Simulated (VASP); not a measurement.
Input for VASP

### POSCAR
```
Ba3SrO4
1
    5.5279124540     0.0000000000     0.0000000000
    0.0000000000     5.5279124540     0.0000000000
    0.0000000000     0.0000000000     5.5279124540
Sr O Ba
1 4 3
Direct
  0.0000000000   0.0000000000   0.0000000000
  0.5000000000   0.5000000000   0.5000000000
  0.0000000000   0.0000000000   0.5000000000
  0.0000000000   0.5000000000   0.0000000000
  0.5000000000   0.0000000000   0.0000000000
  0.5000000000   0.5000000000   0.0000000000
  0.5000000000   0.0000000000   0.5000000000
  0.0000000000   0.5000000000   0.5000000000
```

**INCAR**
```
SYSTEM  =  Ba3SrO4
EDIFF  =  1E-6
LASPH  =  T   ! aspherical one-centre terms
PREC  =  Accurate
ALGO  =  Normal   ! blocked Davidson
LMAXMIX  =  4   ! l cut-off of mixed one-centre charges
SIGMA  =  0.05   ! width (eV)
NELM  =  100   ! most electronic steps
LREAL  =  F
ENCUT  =  500
ISMEAR  =  0   ! Gaussian
GGA  =  PE   ! PBE
LCHARG  =  T
LWAVE  =  F
```

KPOINTS:
```
Automatic mesh
0
Gamma
4 4 4
0 0 0
```

POTCAR, in this order: Sr_sv O Ba_sv (PBE.64 set). Program: vasp_std.

Task: Write an equivalent input for Quantum ESPRESSO's pw.x.

Result: One equivalent input (not run):
```
&CONTROL
  calculation = 'scf'
  pseudo_dir = './pseudo'
  outdir = './out'
  tprnfor = .true.
  tstress = .true.
/
&SYSTEM
  ibrav = 0
  nat = 8
  ntyp = 3
  ecutwfc = 84
  occupations = 'smearing'
  smearing = 'gaussian'
  degauss = 0.003675
  input_dft = 'pbe'
/
&ELECTRONS
  conv_thr = 7.3e-08
  electron_maxstep = 100
/
ATOMIC_SPECIES
  Sr 87.620 Sr.upf
  O 15.999 O.upf
  Ba 137.327 Ba.upf
CELL_PARAMETERS angstrom
     5.5279125    0.0000000    0.0000000
     0.0000000    5.5279125    0.0000000
     0.0000000    0.0000000    5.5279125
ATOMIC_POSITIONS crystal
  Sr   0.0000000  0.0000000  0.0000000
  O    0.5000000  0.5000000  0.5000000
  O    0.0000000  0.0000000  0.5000000
  O    0.0000000  0.5000000  0.0000000
  O    0.5000000  0.0000000  0.0000000
  Ba   0.5000000  0.5000000  0.0000000
  Ba   0.5000000  0.0000000  0.5000000
  Ba   0.0000000  0.5000000  0.5000000
K_POINTS automatic
  4 4 4 0 0 0
```
What does not carry over: the potentials are each code's own (VASP's PAW set, PseudoDojo norm-conserving files in pw.x), so ENCUT and ecutwfc are chosen apart and not converted; conv_thr bounds pw.x's estimated SCF error, while EDIFF bounds the energy change between steps.

The structure was generated: Ba3SrO4 was put into an ordered model structure (Pm-3m), which need not be its known phase. It was relaxed first.
